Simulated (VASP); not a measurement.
A run of VASP 6.6.1 is set up as follows.

The input POSCAR:

```
In2AsN
1.0
    4.0815795912      0.0000000000      0.0000000000
    0.0000000000      4.0815795912      0.0000000000
    0.0000000000      0.0000000000      5.2421049841
N In As
1 2 1
Direct
    0.0000000000      0.0000000000      0.0000000000
    0.0000000000      0.5000000000      0.8045796260
    0.5000000000      0.0000000000      0.1954203740
    0.5000000000      0.5000000000      0.5000000000
```

Contents of INCAR.step1:

```
SYSTEM = In2AsN
PREC = Accurate ; ENCUT = 520
ISMEAR = -1 ; SIGMA = 0.02
LREAL = .FALSE. ; LASPH = .TRUE.
NELM = 100 ; NBANDS = 26
GGA = PE ; ALGO = Normal
EDIFF = 1E-4 ; LWAVE = .TRUE.
LCHARG = .FALSE.
```

The input INCAR.step2:

```
SYSTEM = In2AsN
PREC = Accurate ; ENCUT = 520
EDIFF = 1E-7 ; ISMEAR = -1
SIGMA = 0.02 ; LREAL = .FALSE.
LASPH = .TRUE. ; NELM = 100
ALGO = Normal ; ISIF = 2
LWAVE = .FALSE. ; LCHARG = .FALSE.
METAGGA = R2SCAN ; LMIXTAU = .TRUE.
NBANDS = 26 ; ISTART = 1
```

KPOINTS

```
regular mesh
0
G
  6 6 6
  0 0 0
```

Potentials or basis: VASP PAW PBE potentials, release 64 (N, In_d, As).

Command:

```sh
$ cat potpaw_PBE.64/N/POTCAR potpaw_PBE.64/In_d/POTCAR potpaw_PBE.64/As/POTCAR > POTCAR
$ cp INCAR.step1 INCAR
$ mpirun -np 1 vasp_std > vasp.out
$ cp INCAR.step2 INCAR
$ mpirun -np 1 vasp_std > vasp.out
```

(1) Estimate the band gap on the k mesh.

(2) Estimate the largest force.

## Answers

(1) none (metal or under the smearing width).

(2) 0.038 eV/Å.

Caveat: the PAW data sets were made with another functional, which shifts forces and pressure a little.
